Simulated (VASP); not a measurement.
Computed with PBE GGA, VASP's PBE PAW potentials (set 64) (plane waves; VASP).

A VASP calculation is set up with these files.

File KPOINTS:
```
Automatic mesh
0
Gamma
8 8 3
0 0 0
```

**POSCAR**
```
La
24.80640
  0.0775082237  -0.1342481779   0.0000000000
  0.0775082237   0.1342481779   0.0000000000
  0.0000000000   0.0000000000   0.5000000000
La
4
Direct
  0.0000000000   0.0000000000   0.5000000000
  0.0000000000   0.0000000000   0.0000000000
  0.3333330000   0.6666670000   0.2500000000
  0.6666670000   0.3333330000   0.7500000000
```

INCAR:
```
ALGO = Conjugate
EDIFF = 1E-6
ENCUT = 400
GGA = PE
ISIF = 2
ISMEAR = 1
LASPH = .True.
LCHARG = .False.
LMAXMIX = 6
LREAL = .False.
LWAVE = .False.
NELM = 100
PREC = Accurate
SIGMA = 0.1
SYSTEM = La
```

POTCAR, in this order: La (PBE.64 set). Program: vasp_std.

### Question
What will the output report for the number of irreducible k-points (NKPTS), number of bands (NBANDS), largest plane-wave count, number of space-group operations, FFT grid (NGX, NGY, NGZ)?

### Answer

| Item | Value |
|---|---|
| number of irreducible k-points (NKPTS) | 20 |
| number of bands (NBANDS) | 26 |
| largest plane-wave count | 2902 |
| number of space-group operations | 24 |
| FFT grid (NGX, NGY, NGZ) | 28 × 28 × 84 |

The compound is La in the dhcp structure. The cell was not relaxed at this level. The run is one of a series of settings (ALGO = Conjugate against the base run), some of them coarse on purpose.
